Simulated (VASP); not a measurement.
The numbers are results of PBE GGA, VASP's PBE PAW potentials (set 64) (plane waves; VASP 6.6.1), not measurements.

VASP input:

File KPOINTS:
```
Regular mesh
0
gamma
4 4 4
```

### INCAR
```
ISMEAR = 0
GGA = PE
ISIF = 2   ! forces and stress, cell fixed
LWAVE = F
NELM = 100   ! most electronic steps
ISPIN = 2   ! spin-polarised
ALGO = Normal
LMAXMIX = 4   ! l cut-off of mixed one-centre charges
LORBIT = 11
MAGMOM = 0.0 3*3.0
PREC = Accurate
LREAL = F
LASPH = T   ! aspherical one-centre terms
EDIFF = 1E-6   ! SCF stop (eV)
ENCUT = 300   ! plane-wave cut-off (eV)
LCHARG = F
SYSTEM = YCr3
SIGMA = 0.05
```

### POSCAR
```
YCr3
1
    0.0000000000     3.5989850000     3.5989850000
    3.5989850000     0.0000000000     3.5989850000
    3.5989850000     3.5989850000     0.0000000000
Y Cr
1 3
Direct
  0.0000000000   0.0000000000   0.0000000000
  0.5000000000   0.5000000000   0.5000000000
  0.2500000000   0.2500000000   0.2500000000
  0.7500000000   0.7500000000   0.7500000000
```

POTCAR, in this order: Y_sv Cr_pv (PBE.64 set). Program: vasp_std.

Q: What will the output report for the number of irreducible k-points (NKPTS), largest plane-wave count, number of space-group operations, FFT grid (NGX, NGY, NGZ)?

A: 
```json
{
 "number of irreducible k-points (NKPTS)": "8",
 "largest_plane_wave_count": "1124",
 "number_of_space_group_operations": "48",
 "FFT grid (NGX, NGY, NGZ)": "30 × 30 × 30"
}
```

The structure was generated: YCr3 was put into an ordered model structure, which need not be its known phase. The cell was not relaxed at this level. The k-mesh is coarse (spacing up to 0.38 per Å, 2π included), so the numbers may not be converged in it.
